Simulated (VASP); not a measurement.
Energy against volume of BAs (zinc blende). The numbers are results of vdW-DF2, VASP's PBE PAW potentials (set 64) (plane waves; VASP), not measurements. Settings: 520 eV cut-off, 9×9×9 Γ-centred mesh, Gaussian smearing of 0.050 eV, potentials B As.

```tsv
V (Å³/atom)	E (eV/atom)
14.309	-4.04767
14.752	-4.05266
15.194	-4.04825
15.637	-4.03586
```

### Question
Fit these four points and predict the energy of the run at 13.866 Å³/atom.

### Answer
A cubic in V^(−2/3), the third-order Birch-Murnaghan form, passes through the four points with V0 = 14.75 Å³/atom and B0 = 113 GPa, and gives -4.0316 eV/atom there. The run gave -4.0317 eV/atom, -0.1 meV/atom from the fit; all five points give B0 = 113 GPa.

The compound is BAs in the zinc blende structure. It was relaxed first, which changed the volume by +8 %.
